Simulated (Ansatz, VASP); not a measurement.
# Cross-check of AlPt3N between VASP and Ansatz, part 2 of 2

Wanted: the spread between two codes on one cell, functional and k mesh. The cell is generated by rule, not measured, and may not be a known phase. The cell is taken from a series of runs on this material, whose earlier steps may have relaxed, scaled, displaced or heated it; both programs get it as it stands.

VASP 6.6.1 and Ansatz 0.2.0.

So far. Step 2 (VASP: single point, RPBE, pair 1): The run ends at a pressure of -0.05 GPa, with forces up to 0.18 eV/Å. Step 3 (Ansatz: single point, RPBE, pair 1): The run ends at a pressure of 0.02 GPa, with forces up to 0.17 eV/Å.

**5. VASP: single point, RPBE, pair 2**

Level of this step: RPBE; plane waves and PAW (Al, Pt, N); invented cell (VASP).

With cell and atoms fixed, the geometry can't cause a difference; cores, projectors, grids and the points listed under the comparison can.

Contents of INCAR:

```
SYSTEM = AlPt3N
PREC = Accurate
ENCUT = 600
EDIFF = 1E-06
NELM = 120
ISMEAR = 1
SIGMA = 0.2
LREAL = .FALSE.
ALGO = Normal
GGA = RP
NBANDS = 48
LASPH = .TRUE.
LORBIT = 11
LWAVE = .FALSE.
LCHARG = .FALSE.
ISIF = 2
GGA_COMPAT = .FALSE.
KPAR = 2
```

Contents of POSCAR:

```
AlPt3N
1.0
    4.2086436197      0.0000000000      0.0000000000
    0.0000000000      4.2086436197      0.0000000000
    0.0000000000      0.0000000000      8.4172872394
Al Pt N
2 6 2
Direct
    0.0000000000      0.0000000000      0.0000000000
    0.0000000000      0.0000000000      0.5000000000
    0.5000000000      0.5000000000      0.5000000000
    0.5000000000      0.5000000000      0.0000000000
    0.5000000000      0.9958009463      0.2500000000
    0.5000000000      0.0041990537      0.7500000000
    0.0000000000      0.5109987067      0.2500000000
    0.0000000000      0.4890012933      0.7500000000
    0.5000000000      0.4809915005      0.2500000000
    0.5000000000      0.5190084995      0.7500000000
```

Contents of KPOINTS:

```
Automatic mesh
0
Gamma
8 8 4
0 0 0
```

PAW data sets: Al, Pt and N (PBE family, release 64).

Command:

```console
$ mpirun -np 2 vasp_std
```

Numbers of over 12 decimals in the logs are rounded to 6 here.

Output:

```text
[banner, memory and clock lines left out]
running    2 mpi-ranks, on    1 nodes
[...]
[... a notice as in an earlier step ...]

 LDA part: xc-table for (Slater+PW92), standard interpolation
 POSCAR, INCAR and KPOINTS ok, starting setup
[...]
entering main loop
       N       E                     dE             d eps       ncg     rms          rms(c)
DAV:   1     0.496989345092E+03    0.49699E+03   -0.40344E+04  7200   0.166E+03
DAV:   2    -0.220976306415E+02   -0.51909E+03   -0.49121E+03  7864   0.334E+02
DAV:   3    -0.551005464425E+02   -0.33003E+02   -0.31626E+02  9192   0.784E+01
DAV:   4    -0.558809476628E+02   -0.78040E+00   -0.77725E+00  8200   0.131E+01
[...]
DAV:  12    -0.522344442882E+02    0.19087E-04   -0.25456E-04  8232   0.889E-02    0.313E-02
DAV:  13    -0.522344397734E+02    0.45148E-05   -0.28561E-05  8608   0.228E-02    0.147E-02
DAV:  14    -0.522344395666E+02    0.20684E-06   -0.35776E-06  7112   0.122E-02
   1 F= -.52234440E+02 E0= -.52237089E+02  d E =0.794798E-02
```

From OUTCAR (step 5):

```text
  Total       -0.5869613      0.9230458     -0.2466762      0.0000000     -0.0000000      0.0000000
  in kB       -6.3075922      9.9192165     -2.6508270      0.0000000     -0.0000000      0.0000000
  external PRESSURE =       0.3202658 kB  Pullay stress =       0.0000000 kB

 POSITION                                       TOTAL-FORCE (eV/Angst)
 -----------------------------------------------------------------------------------
      0.00000      0.00000      0.00000        -0.000000      0.000000      0.000000
      0.00000      0.00000      4.20864        -0.000000      0.000000      0.000000
      2.10432      2.10432      4.20864        -0.000000      0.000000      0.000000
      2.10432      2.10432      0.00000        -0.000000      0.000000      0.000000
      2.10432      4.19097      2.10432        -0.000000     -0.217910      0.000000
      2.10432      0.01767      6.31297        -0.000000      0.217910     -0.000000
      0.00000      2.15061      2.10432         0.000000      0.284045      0.000000
      0.00000      2.05803      6.31297        -0.000000     -0.284045     -0.000000
      2.10432      2.02432      2.10432        -0.000000      0.113420     -0.000000
      2.10432      2.18432      6.31297        -0.000000     -0.113420      0.000000
 -----------------------------------------------------------------------------------
    total drift:                                0.000000      0.000000      0.000000

  FREE ENERGIE OF THE ION-ELECTRON SYSTEM (eV)
  ---------------------------------------------------
  free  energy   TOTEN  =       -52.2344395666 eV

  energy  without entropy=      -52.2423875490  energy(sigma->0) =      -52.23708889

[... 2 parts as in an earlier step ...]

[... 1 further part left out ...]
[key lines of the parts left out:]
E-fermi :   9.4890
```

The run ends at a pressure of 0.03 GPa, with forces up to 0.28 eV/Å.

**6. Ansatz: single point, RPBE, pair 2**

The same cell, functional, mesh and smearing now go to Ansatz, which takes its cutoff from its data sets.

The cell is taken from a series of runs on this material, whose earlier steps may have relaxed, scaled, displaced or heated it; both programs get it as it stands.

Contents of input.yaml:

```yaml
crystal:
  lattice:
    - [4.2086436197, 0.0, 0.0]
    - [0.0, 4.2086436197, 0.0]
    - [0.0, 0.0, 8.4172872394]
  atoms:
    - { symbol: Al, position: [0.0, 0.0, 0.0] }
    - { symbol: Al, position: [0.0, 0.0, 0.5] }
    - { symbol: Pt, position: [0.5, 0.5, 0.5] }
    - { symbol: Pt, position: [0.5, 0.5, 0.0] }
    - { symbol: Pt, position: [0.5, -0.0041990537, 0.25] }
    - { symbol: Pt, position: [0.5, 0.0041990537, 0.75] }
    - { symbol: Pt, position: [0.0, 0.5109987067, 0.25] }
    - { symbol: Pt, position: [0.0, 0.4890012933, 0.75] }
    - { symbol: "N", position: [0.5, 0.4809915005, 0.25] }
    - { symbol: "N", position: [0.5, 0.5190084995, 0.75] }
kpoints:
  mp_grid: { grid: [8, 8, 4] }
hamiltonian:
  xc: rpbe
scf:
  occupations: { method: methfessel_paxton, width: 0.2 }
output:
  forces: true
  stress: true
  eigenvalues: true
```

Command:

```console
$ ansatz run input.yaml --threads 8 --pin off --max-ram 14336MiB --backend cpu --events-out ev --progress --plain --runs-dir out
```

Output:

```text
[...]
Crystal: 10 atoms, lattice volume = 149.093 Å³
Basis set: ecut = 420 eV, 2881 PW (Γ), exchange–correlation on 60×60×120 points (8 copies of the dense FFT grid, shifted against one another)
Bands: 75, of which v1, the nominal top of the filled ones, is band 62 counted from 1 (61 counted from 0)
Symmetry: 8 space group operations
[...]
k-points: 75 of 256
[...]
k-point 0: bands = [... 58 lower, 16.3811, 16.3923, 16.3962, 16.4104, 17.8204, 17.9919, 18.0171, 18.1173, ... 9 higher]
  k-point 1: bands = [... 58 lower, 16.3032, 16.3278, 16.4067, 16.4101, 17.6331, 17.7374, 18.2363, 18.3251, ... 9 higher]
  k-point 2: bands = [... 58 lower, 16.2061, 16.2061, 16.4092, 16.4092, 17.5514, 17.5514, 18.5332, 18.5332, ... 9 higher]
  k-point 74: bands = [... 58 lower, 16.6666, 16.6666, 16.6678, 16.6678, 17.0985, 17.0985, 19.1518, 19.1518, ... 9 higher]
[key lines of the parts left out:]
SCF converged after 7 iterations
Free energy (F): -77069.137780 eV
Fermi energy:    17.148895 eV
P = ⅓ Tr σ = 0.0995 GPa (0.995 kbar)
```

The run ends at a pressure of 0.10 GPa, with forces up to 0.28 eV/Å.

**7. Comparison**

What differs besides the data sets and the points named for the pairs above, as far as they apply: the data sets hold 124 valence electrons in Ansatz (on its default PAW (the set named soft_2) files) and 76 in VASP. Total energies have different zeros and are not compared.

Compared:

```csv
quantity,Ansatz,VASP,difference
pressure (GPa),0.10,0.03,+0.07
```

Forces (eV/Å; atoms numbered as in POSCAR):

```
atom        Ansatz x, y, z          VASP x, y, z
 Al1   0.000, 0.000, 0.000   0.000, 0.000, 0.000
 Al2   0.000, 0.000, 0.000   0.000, 0.000, 0.000
 Pt3   0.000, 0.000, 0.000   0.000, 0.000, 0.000
 Pt4   0.000, 0.000, 0.000   0.000, 0.000, 0.000
 Pt5  0.000, -0.178, 0.000  0.000, -0.218, 0.000
 Pt6   0.000, 0.178, 0.000   0.000, 0.218, 0.000
 Pt7   0.000, 0.278, 0.000   0.000, 0.284, 0.000
 Pt8  0.000, -0.278, 0.000  0.000, -0.284, 0.000
  N9   0.000, 0.081, 0.000   0.000, 0.113, 0.000
 N10  0.000, -0.081, 0.000  0.000, -0.113, 0.000
```

The forces differ by 13 meV/Å r.m.s., which is 13.8 % of the r.m.s. force of 0.097 eV/Å (both taken over all components).

**8. What the set-up changes**

Further runs change the set-up of one program: Ansatz's method, potentials or start, or VASP's data sets, cutoff or form of LDA. The table gives Ansatz less VASP for each quantity, since a change that brings one quantity closer may part another.

```
                                       run  r.m.s. force difference (meV/Å)  pressure (GPa)
                                  as above                               13           0.067
VASP with the data sets Al, Pt_sv_GW and N                              3.2            0.62
```

**9. Ansatz: single point, RPBE, pair 3**

A single point gives forces, pressure and levels at one fixed geometry, so differences don't come from the geometry; what else differs is listed under the comparison.

The cell is taken from a series of runs on this material, whose earlier steps may have relaxed, scaled, displaced or heated it; both programs get it as it stands.

input.yaml, the sections that differ from step 6:

```yaml
crystal:
  lattice:
    - [4.2086436197, 0.0, 0.0]
    - [0.0, 4.2086436197, 0.0]
    - [0.0, 0.0, 8.4172872394]
  atoms:
    - { symbol: Al, position: [0.0, 0.0, 0.0] }
    - { symbol: Al, position: [0.0, 0.0, 0.5] }
    - { symbol: Pt, position: [0.5, 0.5, 0.5] }
    - { symbol: Pt, position: [0.5, 0.5, 0.0] }
    - { symbol: Pt, position: [0.5, -0.0073483439, 0.25] }
    - { symbol: Pt, position: [0.5, 0.0073483439, 0.75] }
    - { symbol: Pt, position: [0.0, 0.5192477367, 0.25] }
    - { symbol: Pt, position: [0.0, 0.4807522633, 0.75] }
    - { symbol: "N", position: [0.5, 0.4667351259, 0.25] }
    - { symbol: "N", position: [0.5, 0.5332648741, 0.75] }
# kpoints, hamiltonian, scf, output: as in step 6
```

Output:

```text
[...]
Crystal: 10 atoms, lattice volume = 149.093 Å³
Basis set: ecut = 420 eV, 2881 PW (Γ), exchange–correlation on 60×60×120 points (8 copies of the dense FFT grid, shifted against one another)
Bands: 75, of which v1, the nominal top of the filled ones, is band 62 counted from 1 (61 counted from 0)
Symmetry: 8 space group operations
[...]
k-points: 75 of 256
[...]
k-point 0: bands = [... 58 lower, 16.3711, 16.3742, 16.3893, 16.4299, 17.6408, 18.0180, 18.0902, 18.1426, ... 9 higher]
  k-point 1: bands = [... 58 lower, 16.2978, 16.3358, 16.4096, 16.4279, 17.6349, 17.6577, 18.1875, 18.3850, ... 9 higher]
  k-point 2: bands = [... 58 lower, 16.2772, 16.2772, 16.4220, 16.4220, 17.5285, 17.5285, 18.4499, 18.4499, ... 9 higher]
  k-point 74: bands = [... 58 lower, 16.6317, 16.6317, 16.6387, 16.6387, 17.1009, 17.1009, 19.0617, 19.0617, ... 9 higher]
[key lines of the parts left out:]
SCF converged after 7 iterations
Free energy (F): -77069.134589 eV
Fermi energy:    17.139024 eV
P = ⅓ Tr σ = 0.3719 GPa (3.719 kbar)
```

The run ends at a pressure of 0.37 GPa, with forces up to 0.49 eV/Å.

**10. VASP: single point, RPBE, pair 3**

The same cell, functional, mesh and smearing now go to VASP, with its own data sets.

INCAR is that of step 5.

Contents of POSCAR:

```
AlPt3N
1.0
    4.2086436197      0.0000000000      0.0000000000
    0.0000000000      4.2086436197      0.0000000000
    0.0000000000      0.0000000000      8.4172872394
Al Pt N
2 6 2
Direct
    0.0000000000      0.0000000000      0.0000000000
    0.0000000000      0.0000000000      0.5000000000
    0.5000000000      0.5000000000      0.5000000000
    0.5000000000      0.5000000000      0.0000000000
    0.5000000000      0.9926516561      0.2500000000
    0.5000000000      0.0073483439      0.7500000000
    0.0000000000      0.5192477367      0.2500000000
    0.0000000000      0.4807522633      0.7500000000
    0.5000000000      0.4667351259      0.2500000000
    0.5000000000      0.5332648741      0.7500000000
```

KPOINTS is that of step 5.

Command:

```console
$ mpirun -np 2 vasp_std
```

Output:

```text
[... set-up lines as in an earlier step ...]
 entering main loop
       N       E                     dE             d eps       ncg     rms          rms(c)
DAV:   1     0.497149600713E+03    0.49715E+03   -0.40348E+04  7200   0.166E+03
DAV:   2    -0.221454111984E+02   -0.51930E+03   -0.49131E+03  7864   0.334E+02
DAV:   3    -0.551304133502E+02   -0.32985E+02   -0.31633E+02  9176   0.785E+01
DAV:   4    -0.559088878253E+02   -0.77847E+00   -0.77540E+00  8240   0.131E+01
[...]
DAV:  12    -0.522277471056E+02    0.44089E-05   -0.25066E-04  8032   0.851E-02    0.280E-02
DAV:  13    -0.522277437126E+02    0.33930E-05   -0.21286E-05  8680   0.241E-02    0.141E-02
DAV:  14    -0.522277429485E+02    0.76407E-06   -0.33484E-06  6280   0.140E-02
   1 F= -.52227743E+02 E0= -.52230453E+02  d E =0.813112E-02
```

OUTCAR, selected parts (step 10):

```text
  Total       -1.2079301      2.7033914     -0.6752333      0.0000000      0.0000000      0.0000000
  in kB      -12.9806348     29.0511320     -7.2561784      0.0000000      0.0000000      0.0000000
  external PRESSURE =       2.9381063 kB  Pullay stress =       0.0000000 kB

 POSITION                                       TOTAL-FORCE (eV/Angst)
 -----------------------------------------------------------------------------------
      0.00000      0.00000      0.00000         0.000000      0.000000      0.000000
      0.00000      0.00000      4.20864         0.000000      0.000000      0.000000
      2.10432      2.10432      4.20864         0.000000      0.000000      0.000000
      2.10432      2.10432      0.00000         0.000000      0.000000      0.000000
      2.10432      4.17772      2.10432         0.000000     -0.504063      0.000000
      2.10432      0.03093      6.31297         0.000000      0.504063     -0.000000
      0.00000      2.18533      2.10432        -0.000000      0.264593     -0.000000
      0.00000      2.02331      6.31297         0.000000     -0.264593      0.000000
      2.10432      1.96432      2.10432         0.000000      0.548234      0.000000
      2.10432      2.24432      6.31297         0.000000     -0.548234     -0.000000
 -----------------------------------------------------------------------------------
    total drift:                                0.000000      0.000000      0.000000

  FREE ENERGIE OF THE ION-ELECTRON SYSTEM (eV)
  ---------------------------------------------------
  free  energy   TOTEN  =       -52.2277429485 eV

  energy  without entropy=      -52.2358740683  energy(sigma->0) =      -52.23045332

[... 2 parts as in an earlier step ...]

[... 1 further part left out ...]
[key lines of the parts left out:]
E-fermi :   9.4801
```

The run ends at a pressure of 0.29 GPa, with forces up to 0.55 eV/Å.

**11. Side by side**

What differs besides the data sets and the points named for the pairs above, as far as they apply: the data sets hold 124 valence electrons in Ansatz (on its default PAW (the set named soft_2) files) and 76 in VASP. Total energies have different zeros and are not compared.

Compared:

| quantity | Ansatz | VASP | difference |
| --- | --- | --- | --- |
| pressure (GPa) | 0.37 | 0.29 | +0.08 |

Forces (eV/Å; atoms numbered as in POSCAR):

| atom | Ansatz x, y, z | VASP x, y, z |
| --- | --- | --- |
| Al1 | 0.000, 0.000, 0.000 | 0.000, 0.000, 0.000 |
| Al2 | 0.000, 0.000, 0.000 | 0.000, 0.000, 0.000 |
| Pt3 | 0.000, 0.000, 0.000 | 0.000, 0.000, 0.000 |
| Pt4 | 0.000, 0.000, 0.000 | 0.000, 0.000, 0.000 |
| Pt5 | 0.000, -0.432, 0.000 | 0.000, -0.504, 0.000 |
| Pt6 | 0.000, 0.432, 0.000 | 0.000, 0.504, 0.000 |
| Pt7 | 0.000, 0.255, 0.000 | 0.000, 0.265, 0.000 |
| Pt8 | 0.000, -0.255, 0.000 | 0.000, -0.265, 0.000 |
| N9 | 0.000, 0.488, 0.000 | 0.000, 0.548, 0.000 |
| N10 | 0.000, -0.488, 0.000 | 0.000, -0.548, 0.000 |

The forces differ by 24 meV/Å r.m.s., which is 11.9 % of the r.m.s. force of 0.204 eV/Å (both taken over all components).

**12. What came out**

```json
{"r.m.s. force difference (single point, RPBE, pair 1)": "6.6 meV/Å", "r.m.s. force difference (single point, RPBE, pair 2)": "13 meV/Å", "r.m.s. force difference (single point, RPBE, pair 3)": "12 % of the r.m.s. force"}
```

In words: The r.m.s. force difference is 12 % of the r.m.s. force (single point, RPBE, pair 3), beyond the 3 % picked in this series as the mark of a large difference. The data sets hold unlike numbers of valence electrons (124 in Ansatz and 76 in VASP), so part of the differences comes from the potentials. Single point, RPBE, pair 2, VASP with the data sets Al, Pt_sv_GW and N: r.m.s. force difference goes from 13 to 3.2 meV/Å; the difference in pressure goes from 0.067 to 0.62 GPa. What causes the difference of the single point, RPBE, pair 3 pair stays open here. 2 further runs of this series are not shown here. How closely two codes agree says nothing of how well the functional describes the real material.

[Lines on the potential files, build, host, timing and source positions are cut from VASP's logs without a mark.]

[Logs are printed without paths, hosts, clocks, repeated set-up lines and the standing remarks that a program may print on its own settings, such as how far it seeks lower states.]

[Hosts, paths, dates, database ids (printed as entryN), source tags and the programs' standing remarks are cut or masked in the printed files.]
